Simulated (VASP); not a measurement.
Method: LDA (Ceperley-Alder, Perdew-Zunger), VASP's LDA PAW potentials (set 64) (plane waves; VASP 6.6.1).

A VASP calculation is set up with these files.

POSCAR:
```
NiAl
1
    2.9099410000     0.0000000000     0.0000000000
    0.0000000000     2.9099410000     0.0000000000
    0.0000000000     0.0000000000     2.9099410000
Al Ni
1 1
Direct
  0.5000000000   0.5000000000   0.5000000000
  0.0000000000   0.0000000000   0.0000000000
```

### KPOINTS
```
Automatic mesh
0
gamma
  8 8 8
0 0 0
```

### INCAR
```
ISMEAR = 0   ! Gaussian
LWAVE = .False.
LCHARG = .False.
LASPH = .True.   ! aspherical one-centre terms
ISIF = 2
ALGO = Normal
SYSTEM = NiAl
PREC = Accurate
LREAL = .False.   ! projection in real space or not
NELM = 100   ! most electronic steps
EDIFF = 1E-6
LMAXMIX = 4   ! l cut-off of mixed one-centre charges
ENCUT = 300
SIGMA = 0.1
```

POTCAR, in this order: Al Ni (LDA.64 set). Program: vasp_std.

The resulting files:

### OSZICAR
```
       N       E                     dE             d eps       ncg     rms          rms(c)
DAV:   1     0.276866605181E+02    0.27687E+02   -0.39488E+03   716   0.851E+02
DAV:   2    -0.126969160758E+02   -0.40384E+02   -0.38387E+02   710   0.174E+02
DAV:   3    -0.134531816755E+02   -0.75627E+00   -0.75157E+00   832   0.292E+01
DAV:   4    -0.134629961307E+02   -0.98145E-02   -0.98101E-02   868   0.321E+00
DAV:   5    -0.134631981195E+02   -0.20199E-03   -0.20198E-03   814   0.414E-01    0.114E+01
DAV:   6    -0.153381367528E+02   -0.18749E+01   -0.54469E+01   766   0.121E+02    0.152E+01
DAV:   7    -0.121497628703E+02    0.31884E+01   -0.15804E+01   758   0.724E+01    0.107E+00
DAV:   8    -0.121382343469E+02    0.11529E-01   -0.40519E-01   840   0.749E+00    0.993E-01
DAV:   9    -0.121230325660E+02    0.15202E-01   -0.54642E-02   822   0.355E+00    0.151E-01
DAV:  10    -0.121226777592E+02    0.35481E-03   -0.94057E-04   792   0.432E-01    0.709E-02
DAV:  11    -0.121226721613E+02    0.55980E-05   -0.25630E-05   800   0.529E-02    0.254E-02
DAV:  12    -0.121226715686E+02    0.59265E-06   -0.22249E-06   498   0.270E-02
   1 F= -.12122672E+02 E0= -.12119485E+02  d E =-.637249E-02
```

**OUTCAR**
```
------------------------ aborting loop because EDIFF is reached ----------------------------------------
  FORCE on cell =-STRESS in cart. coord.  units (eV):
  Direction    XX          YY          ZZ          XY          YZ          ZX
  --------------------------------------------------------------------------------------
  Total       -1.8610819     -1.8610819     -1.8610819      0.0000000     -0.0000000     -0.0000000
  in kB     -121.0106294   -121.0106294   -121.0106294      0.0000000     -0.0000000     -0.0000000
  external PRESSURE =    -121.0106294 kB  Pullay stress =       0.0000000 kB
  volume of cell :       24.64
      direct lattice vectors                 reciprocal lattice vectors
     2.909941000  0.000000000  0.000000000     0.343649579  0.000000000  0.000000000
     0.000000000  2.909941000  0.000000000     0.000000000  0.343649579  0.000000000
     0.000000000  0.000000000  2.909941000     0.000000000  0.000000000  0.343649579
 POSITION                                       TOTAL-FORCE (eV/Angst)
 -----------------------------------------------------------------------------------
      1.45497      1.45497      1.45497         0.000000      0.000000      0.000000
      0.00000      0.00000      0.00000         0.000000      0.000000      0.000000
 -----------------------------------------------------------------------------------
    total drift:                               -0.000000      0.000000     -0.000000
  FREE ENERGIE OF THE ION-ELECTRON SYSTEM (eV)
  ---------------------------------------------------
  free  energy   TOTEN  =       -12.1226715686 eV

  energy  without entropy=      -12.1162990782  energy(sigma->0) =      -12.11948532
```
(Selected blocks of OUTCAR.)

At this cut-off the stress carries a Pulay error, which pulls relaxed volumes low.

The structure is a typed NiAl crystal. The cell was not relaxed at this level. The run is one of a series of settings (GGA removed, POTCAR Al Ni (LDA.64 set) against the base run), some of them coarse on purpose. The run is not spin-polarised, so no magnetic state was tried. The electron count is odd and the run is not spin-polarised, which forces a metal.
